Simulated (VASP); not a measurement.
NaCu3H4:

```
CELL_PARAMETERS angstrom
4.57679 0.00000 0.00000
0.00000 4.57679 0.00000
0.00000 0.00000 4.57679
ATOMIC_POSITIONS crystal
Na 0.00000 0.00000 0.00000
Cu 0.00000 0.50000 0.50000
Cu 0.50000 0.50000 0.00000
Cu 0.50000 0.00000 0.50000
H 0.73850 0.73850 0.26150
H 0.73850 0.26150 0.73850
H 0.26150 0.73850 0.73850
H 0.26150 0.26150 0.26150
```

The cell was built by a generator and needn't be a form met in nature.

The cell isn't the ideal one: species swapped into the Zn3CdSe4 type (P-43m, No. 215).

* Program: VASP 6.6.1
* Task: relaxation of cell and atoms
* Functional: PBE
* Potentials or basis: VASP PAW PBE potentials, release 64 (Na_pv, Cu, H)
* Cutoff: 600 eV
* k mesh: 4 × 4 × 4
* Occupations: gaussian, width 0.1 eV
* Spin: no spin polarisation

At the start: pressure -10.3 GPa; volume 11.98 Å³/atom.

Problem. How do energy, volume and symmetry change on relaxing?

Solution. Over 7 steps the energy falls by 152.8 meV/atom and the volume is 9.44 Å³/atom (-21.2 %); space group P-43m (No. 215, to 0.05 Å).

The path:
```tsv
step	energy change (eV)	largest force (eV/Å)	pressure (GPa)	volume (Å³)
1	0.0000	0.8577	-10.27	95.87
2	-0.6997	0.7271	-7.14	85.60
3	-1.0870	0.5150	0.09	74.75
4	-1.0916	0.4697	1.96	72.97
5	-1.0925	0.4810	1.55	73.39
6	-1.1505	0.3439	1.16	73.92
7	-1.2222	0.0059	0.14	75.51
```

Final structure:
```
Na Cu H
1.0
     4.22677    0.00000    0.00000
     0.00000    4.22677    0.00000
     0.00000    0.00000    4.22677
Na Cu H
1 3 4
Direct
  0.00000 0.00000 0.00000
  0.00000 0.50000 0.50000
  0.50000 0.50000 0.00000
  0.50000 0.00000 0.50000
  0.70825 0.70825 0.29174
  0.70825 0.29174 0.70825
  0.29174 0.70825 0.70825
  0.29174 0.29174 0.29174
```

Caveat: the volume moved by over 15 % at a fixed basis, so the end points are rough.
